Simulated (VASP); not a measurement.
# NbCuP2 (P4/mmm) in VASP: single point with PBE

Aim: the single point of NbCuP2 with PBE.

All numbers are computed with VASP 6.6.1; they aren't measurements. Logs are shortened: lines on timing, memory, paths and dates and some standing lists are left out, and cuts for length are marked.

## Step 1: The cell of the first run

It takes space group P4/mmm (No. 123, tetragonal). The conventional cell has a = 3.473 Å, b = 3.473 Å, c = 5.399 Å, α = 90.00°, β = 90.00°, γ = 90.00°. Nb (site symmetry 4/mmm) is surrounded by 4 P at 2.46 Å and 2 Cu at 2.70 Å. Around Cu (site symmetry 4/mmm) lie 4 P at 2.46 Å and 2 Nb at 2.70 Å. P (site symmetry 4/mmm) is surrounded by 4 Cu at 2.46 Å and 2 P at 2.70 Å. P (site symmetry 4/mmm) is surrounded by 4 Nb at 2.46 Å and 2 P at 2.70 Å.

The cell was built by a generator and needn't be a form met in nature.

## Step 2: Single point, PBE (random cell by space group and Wyckoff sites (P4/mmm, No. 123))

Contents of INCAR:

```
ALGO = Fast ; EDIFF = 1E-6
ENCUT = 520 ; GGA = PE
ISIF = 2 ; ISMEAR = 0
LASPH = True ; LCHARG = False
LREAL = False ; LWAVE = False
NBANDS = 25 ; NELM = 100
PREC = Accurate ; SIGMA = 0.1
```

Contents of KPOINTS:

```
k-points
0
Gamma
  14 14 10
```

Contents of POSCAR:

```
NbCuP2
1.0
    3.4728886947      0.0000000000      0.0000000000
    0.0000000000      3.4728886947      0.0000000000
    0.0000000000      0.0000000000      5.3988365393
Nb Cu P
1 1 2
Direct
    0.0000000000      0.0000000000      0.5000000000
    0.0000000000      0.0000000000      0.0000000000
    0.5000000000      0.5000000000      0.0000000000
    0.5000000000      0.5000000000      0.5000000000
```

Potentials or basis: VASP PAW PBE potentials, release 64 (Nb_sv, Cu, P).

Command:

```console
$ cat potpaw_PBE.64/Nb_sv/POTCAR potpaw_PBE.64/Cu/POTCAR potpaw_PBE.64/P/POTCAR > POTCAR
$ mpirun -np 1 vasp_std > vasp.out
```

OUTCAR:

```text
EDIFF = 1E-6
   ENCUT = 520
   GGA = PE
   ISIF = 2
   ISMEAR = 0
   LASPH = True
   LREAL = False
   NELM = 100
   PREC = Accurate

 ion  position               nearest neighbor table
   1  0.000  0.000  0.500-   4 2.46   4 2.46   4 2.46   4 2.46   2 2.70   2 2.70
   2  0.000  0.000  0.000-   3 2.46   3 2.46   3 2.46   3 2.46   1 2.70   1 2.70
   3  0.500  0.500  0.000-   2 2.46   2 2.46   2 2.46   2 2.46   4 2.70   4 2.70
   4  0.500  0.500  0.500-   1 2.46   1 2.46   1 2.46   1 2.46   3 2.70   3 2.70

  LATTYP: Found a simple tetragonal cell.
 ALAT       =     3.4728886947
 C/A-ratio  =     1.5545665335

  Lattice vectors:

 A1 = (   3.4728886947,   0.0000000000,   0.0000000000)
 A2 = (   0.0000000000,   3.4728886947,   0.0000000000)
 A3 = (   0.0000000000,   0.0000000000,   5.3988365393)

Analysis of symmetry for initial positions (statically):
=====================================================================
 Subroutine PRICEL returns:
 Original cell was already a primitive cell.

 Routine SETGRP: Setting up the symmetry group for a
 simple tetragonal supercell.

 Subroutine GETGRP returns: Found 16 space group operations
 (whereof 16 operations were pure point group operations)
 out of a pool of 16 trial point group operations.

The static configuration has the point symmetry D_4h.

Analysis of symmetry for dynamics (positions and initial velocities):
=====================================================================
 Subroutine PRICEL returns:
 Original cell was already a primitive cell.

 Routine SETGRP: Setting up the symmetry group for a
 simple tetragonal supercell.

 Subroutine GETGRP returns: Found 16 space group operations
 (whereof 16 operations were pure point group operations)
 out of a pool of 16 trial point group operations.

The dynamic configuration has the point symmetry D_4h.

 Subroutine INISYM returns: Found 16 space group operations
 (whereof 16 operations are pure point group operations),
 and found     1 'primitive' translations

----------------------------------------------------------------------------------------

                                     Primitive cell

  volume of cell :      65.1151

  direct lattice vectors                    reciprocal lattice vectors
     3.472888695  0.000000000  0.000000000     0.287944731  0.000000000  0.000000000
     0.000000000  3.472888695  0.000000000     0.000000000  0.287944731  0.000000000
     0.000000000  0.000000000  5.398836539     0.000000000  0.000000000  0.185225093

  length of vectors
     3.472888695  3.472888695  5.398836539     0.287944731  0.287944731  0.185225093

  position of ions in fractional coordinates (direct lattice)
     0.000000000  0.000000000  0.500000000
     0.000000000  0.000000000  0.000000000
     0.500000000  0.500000000  0.000000000
     0.500000000  0.500000000  0.500000000

  ion indices of the primitive-cell ions
   primitive index   ion index
                 1           1
                 2           2
                 3           3
                 4           4

----------------------------------------------------------------------------------------

 KPOINTS: k-points

Automatic generation of k-mesh.
 Grid dimensions read from file:
 generate k-points for:   14   14   10

 Generating k-lattice:

  Cartesian coordinates                     Fractional coordinates (reciprocal lattice)
     0.020567481  0.000000000  0.000000000     0.071428571  0.000000000  0.000000000
     0.000000000  0.020567481  0.000000000     0.000000000  0.071428571  0.000000000
     0.000000000  0.000000000  0.018522509     0.000000000  0.000000000  0.100000000

  Length of vectors
     0.020567481  0.020567481  0.018522509

  Shift w.r.t. Gamma in fractional coordinates (k-lattice)
     0.000000000  0.000000000  0.000000000

 Subroutine IBZKPT returns following result:
 ===========================================

 Found    216 irreducible k-points:

 Following reciprocal coordinates:
            Coordinates               Weight
  0.000000  0.000000  0.000000      1.000000
  0.071429  0.000000  0.000000      4.000000
  0.142857  0.000000  0.000000      4.000000
  0.214286  0.000000  0.000000      4.000000
  0.285714  0.000000  0.000000      4.000000
  0.357143  0.000000  0.000000      4.000000
[... 16 lines left out ...]
  0.285714  0.214286  0.000000      8.000000
  0.357143  0.214286  0.000000      8.000000
 [... further k-points ...]
   k-points           NKPTS =    216   k-points in BZ     NKDIM =    216   number of bands    NBANDS=     25
   number of dos      NEDOS =    301   number of ions     NIONS =      4
   total plane-waves  NPLWV =  31360
   dimension x,y,z NGX =    28 NGY =   28 NGZ =   40
   dimension x,y,z NGXF=    56 NGYF=   56 NGZF=   80
   ions per type =               1   1   2
   NGX,Y,Z   is equivalent  to a cutoff of  13.40, 13.40, 12.32 a.u.
   NGXF,Y,Z  is equivalent  to a cutoff of  26.81, 26.81, 24.63 a.u.
 SYSTEM =  unknown system
   PREC   = accura    normal or accurate (medium, high low for compatibility)
   ISTART =      0    job   : 0-new  1-cont  2-samecut
   ICHARG =      2    charge: 1-file 2-atom 10-const
   ISPIN  =      1    spin polarized calculation?
   LNONCOLLINEAR =      F non collinear calculations
   LSORBIT =      F    spin-orbit coupling
   LASPH  =      T    aspherical Exc in radial PAW
   ENCUT  =  520.0 eV  38.22 Ry    6.18 a.u.   6.46  6.46 10.04*2*pi/ulx,y,z
   NELM   =    100;   NELMIN=  2; NELMDL= -5     # of ELM steps
   EDIFF  = 0.1E-05   stopping-criterion for ELM
   LREAL  =      F    real-space projection
   EDIFFG = 0.1E-04   stopping-criterion for IOM
   NSW    =      0    number of steps for IOM
   IBRION =     -1    ionic relax: 0-MD 1-quasi-New 2-CG
   NFREE  =      0    steps in history (QN), initial steepest desc. (CG)
   ISIF   =      2    stress and relaxation
   ISYM   =      2    0-nonsym 1-usesym 2-fastsym
   POTIM  = 0.5000    time-step for ionic-motion
   TEBEG  =    0.0;   TEEND  =   0.0 temperature during run
   PSTRESS=    0.0 pullay stress
   NELECT =      34.0000    total number of electrons
   NUPDOWN=      -1.0000    fix difference up-down
   EMIN   =  10.00;   EMAX   =-10.00  energy-range for DOS
   EFERMI =   0.00;   METHOD = LEGACY
   ISMEAR =     0;   SIGMA  =   0.10  broadening in eV -4-tet -1-fermi 0-gaus
   EFERMI_NEDOS =   21; number of points for ismear=-14 and -15
   IALGO  =     68    algorithm
   IMIX   =      4    mixing-type and parameters
     AMIX     =   0.40;   BMIX     =  1.00
     AMIX_MAG =   1.60;   BMIX_MAG =  1.00
  volume/ion in A,a.u.               =      16.28       109.85
  Fermi-wavevector in a.u.,A,eV,Ry     =   1.318278  2.491185 23.644996  1.737858
  Thomas-Fermi vector in A             =   2.448260
   LORBIT       =      0    0 simple, 1 ext, 2 COOP (PROOUT), +10 PAW based schemes
   GGA     = PE    functional components
   LHFCALC =     F    Hartree Fock is set to
   AEXX    =    0.0000 exact exchange contribution
   IVDW    =     0    specifies the selected vdW correction
   LEPSILON=     F    determine dielectric tensor
   LRPA    =     F    only Hartree local field effects (RPA)
 non-spin polarized calculation
 RMM-DIIS sequential band-by-band and
 Gauss-broadening in eV      SIGMA  =   0.10
  energy-cutoff  :      520.00
  volume of cell :       65.12
 maximum number of plane-waves:      1784
 NGX is ok and might be reduce to    28
   NGX = 13   NGY = 13   NGZ = 21

 number of electron      34.0000004 magnetization

 Free energy of the ion-electron system (eV)
  ---------------------------------------------------
  ext. energy  EPLUGINS =         0.00000000
  ---------------------------------------------------
  free energy    TOTEN  =       -24.01216479 eV

  energy without entropy =      -23.99520137  energy(sigma->0) =      -24.00368308

 E-fermi :   8.6613     XC(G=0): -11.4047

 val. band max:        8.6609804099   @ k =   0.3571   0.0714   0.4000
 cond. band min:       8.6617630099   @ k =   0.5000   0.2857   0.1000
 fundamental gap:      0.0007826000
 Fermi energy:         8.6613375165

 k-point     1 :       0.0000    0.0000    0.0000
  band No.  band energies     occupation
      1     -46.7833      2.00000
      2     -22.8836      2.00000
      3     -22.8836      2.00000
      4     -22.7772      2.00000
      5      -4.5537      2.00000
      6      -1.6502      2.00000
[... 17 lines left out ...]
     24      14.3828      0.00000
     25      15.3985      0.00000

 k-point     2 :       0.0714    0.0000    0.0000
  band No.  band energies     occupation
      1     -46.7827      2.00000
      2     -22.8936      2.00000
      3     -22.8825      2.00000
      4     -22.7764      2.00000
      5      -4.4973      2.00000
      6      -1.5916      2.00000
[... 17 lines left out ...]
     24      14.1068      0.00000
     25      15.5324      0.00000

 k-point     3 :       0.1429    0.0000    0.0000
  band No.  band energies     occupation
      1     -46.7811      2.00000
      2     -22.9218      2.00000
      3     -22.8795      2.00000
      4     -22.7741      2.00000
      5      -4.3326      2.00000
      6      -1.4191      2.00000
[... 17 lines left out ...]
     24      13.4300      0.00000
     25      15.8784      0.00000

 k-point     4 :       0.2143    0.0000    0.0000
  band No.  band energies     occupation
      1     -46.7788      2.00000
      2     -22.9622      2.00000
      3     -22.8751      2.00000
      4     -22.7708      2.00000
      5      -4.0746      2.00000
      6      -1.1442      2.00000
[... 17 lines left out ...]
     24      13.2493      0.00000
     25      16.3992      0.00000
[... 477 lines left out ...]
 k-point    22 :       0.2143    0.2143    0.0000
  band No.  band energies     occupation
      1     -46.7744      2.00000
      2     -22.9559      2.00000
      3     -22.9453      2.00000
      4     -22.7645      2.00000
      5      -3.7181      2.00000
      6      -0.7861      2.00000
[... 17 lines left out ...]
     24      15.0296      0.00000
     25      15.8020      0.00000

 k-point    23 :       0.2857    0.2143    0.0000
  band No.  band energies     occupation
      1     -46.7719      2.00000
      2     -22.9939      2.00000
      3     -22.9435      2.00000
      4     -22.7609      2.00000
      5      -3.4905      2.00000
      6      -0.5626      2.00000
[... 17 lines left out ...]
     24      14.3269      0.00000
     25      16.5003      0.00000

 k-point    24 :       0.3571    0.2143    0.0000
  band No.  band energies     occupation
      1     -46.7697      2.00000
      2     -23.0317      2.00000
      3     -22.9378      2.00000
      4     -22.7577      2.00000
      5      -3.2654      2.00000
      6      -0.3432      2.00000
[... 17 lines left out ...]
     24      13.8908      0.00000
     25      16.6601      0.00000

 [... further k-points ...]

------------------------ aborting loop because EDIFF is reached ----------------------------------------

  FORCE on cell =-STRESS in cart. coord.  units (eV):
  Direction    XX          YY          ZZ          XY          YZ          ZX
  --------------------------------------------------------------------------------------
  -------------------------------------------------------------------------------------
  Total       -0.0100977     -0.0100977     -0.0024238      0.0000000      0.0000000      0.0000000
  in kB       -0.2484568     -0.2484568     -0.0596394      0.0000000      0.0000000      0.0000000
  external PRESSURE =      -0.1855177 kB  Pullay stress =       0.0000000 kB

 VOLUME and BASIS-vectors are now :
 -----------------------------------------------------------------------------
  energy-cutoff  :      520.00
  volume of cell :       65.12
      direct lattice vectors                 reciprocal lattice vectors
     3.472888695  0.000000000  0.000000000     0.287944731  0.000000000  0.000000000
     0.000000000  3.472888695  0.000000000     0.000000000  0.287944731  0.000000000
     0.000000000  0.000000000  5.398836539     0.000000000  0.000000000  0.185225093

 POSITION                                       TOTAL-FORCE (eV/Angst)
 -----------------------------------------------------------------------------------
      0.00000      0.00000      2.69942         0.000000      0.000000      0.000000
      0.00000      0.00000      0.00000         0.000000      0.000000      0.000000
      1.73644      1.73644      0.00000         0.000000      0.000000      0.000000
      1.73644      1.73644      2.69942         0.000000      0.000000      0.000000
 -----------------------------------------------------------------------------------
    total drift:                               -0.000000     -0.000000      0.000000

  FREE ENERGIE OF THE ION-ELECTRON SYSTEM (eV)
  ---------------------------------------------------
  free  energy   TOTEN  =       -24.0121647909 eV

  energy  without entropy=      -23.9952013695  energy(sigma->0) =      -24.00368308
```

Wall time 5.8 min (1 thread of Intel Xeon Platinum 8488C (Sapphire Rapids), shared host); peak memory 0.44 GiB.

Results:

- Free energy: -24.0122 eV
- Pressure: 0.0 GPa
- Band gap on the k mesh: none (metal or under the smearing width)

Levels at points of the mesh, in eV from the Fermi level:
| k point | band 15 | band 16 | band 17 | band 18 | band 19 | band 20 |
| --- | --- | --- | --- | --- | --- | --- |
| (0.00, 0.00, 0.00) | -1.65 | -0.49 | 0.31 | 0.47 | 0.47 | 0.58 |
| (0.50, 0.00, 0.00) | -2.71 | 0.61 | 1.05 | 1.20 | 1.60 | 2.10 |
| (0.50, 0.50, 0.00) | -2.13 | -2.13 | -1.88 | -0.90 | -0.90 | 1.93 |
| (0.00, 0.00, 0.50) | -1.42 | -1.29 | -0.66 | -0.66 | -0.50 | 1.32 |
| (0.50, 0.00, 0.50) | -2.65 | -1.22 | -0.15 | 0.63 | 1.78 | 1.86 |
| (0.50, 0.50, 0.50) | -2.66 | -0.70 | -0.69 | -0.49 | -0.03 | -0.03 |
